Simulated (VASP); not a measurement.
YAlCu:

```xyz
9
Lattice="7.0197 0.0000 0.0000 -3.5099 6.0793 0.0000 0.0000 0.0000 4.0045" Properties=species:S:1:pos:R:3 pbc="T T T"
Y    -1.4537    2.5179    2.0022
Y     2.0561    3.5613    2.0022
Y     2.9075    0.0000    2.0022
Al   -2.6934    4.6650    0.0000
Al    0.8165    1.4142    0.0000
Al    5.3867    0.0000    0.0000
Cu    0.0000    4.0528    0.0000
Cu    3.5099    2.0264    0.0000
Cu    0.0000    0.0000    2.0022
```

The cell is a database's computed one.

| Quantity | Value |
| --- | --- |
| Program | VASP 6.6.1 |
| Task | relaxation of cell and atoms |
| Functional | PBEsol |
| Potentials or basis | VASP PAW PBE potentials, release 64 (Y_sv, Al, Cu) |
| Cutoff | 600 eV |
| k mesh | 6 × 6 × 9 |
| Occupations | methfessel-paxton, width 0.1 eV |
| Spin | no spin polarisation |

At the start: pressure -1.9 GPa; volume 18.99 Å³/atom.

Task: Where does the relaxation end?

Result: Over 13 steps the energy falls by 3.5 meV/atom and the volume is 18.56 Å³/atom (-2.2 %); space group P-62m (No. 189, to 0.05 Å).

The path:
```csv
step,energy change (eV),largest force (eV/Å),pressure (GPa),volume (Å³)
1,0.0000,0.1928,-1.91,170.89
2,-0.0207,0.1760,1.10,165.35
3,-0.0250,0.1824,0.11,167.00
4,-0.0250,0.1821,0.10,166.92
5,-0.0239,0.1791,0.71,166.13
6,-0.0250,0.1818,0.13,166.84
7,-0.0292,0.1113,0.15,166.86
8,-0.0317,0.0176,0.03,166.90
9,-0.0317,0.0142,0.08,166.90
10,-0.0318,0.0115,-0.07,167.17
11,-0.0318,0.0117,-0.08,167.13
12,-0.0318,0.0124,-0.05,167.08
13,-0.0319,0.0055,0.01,167.06
```

Final structure:
```yaml
crystal:
  lattice:
    - [6.97658, 0.00000, 0.00000]
    - [-3.48829, 6.04190, 0.00000]
    - [0.00000, 0.00000, 3.96324]
  atoms:
    - { symbol: Y, position: [0.00000, 0.41492, 0.50000] }
    - { symbol: Y, position: [0.58508, 0.58508, 0.50000] }
    - { symbol: Y, position: [0.41492, 0.00000, 0.50000] }
    - { symbol: Al, position: [0.00000, 0.76320, 0.00000] }
    - { symbol: Al, position: [0.23680, 0.23680, 0.00000] }
    - { symbol: Al, position: [0.76320, 0.00000, 0.00000] }
    - { symbol: Cu, position: [0.33333, 0.66667, 0.00000] }
    - { symbol: Cu, position: [0.66667, 0.33333, 0.00000] }
    - { symbol: Cu, position: [0.00000, 0.00000, 0.50000] }
```

Caveat: the PAW data sets were made with another functional, which shifts forces and pressure a little.
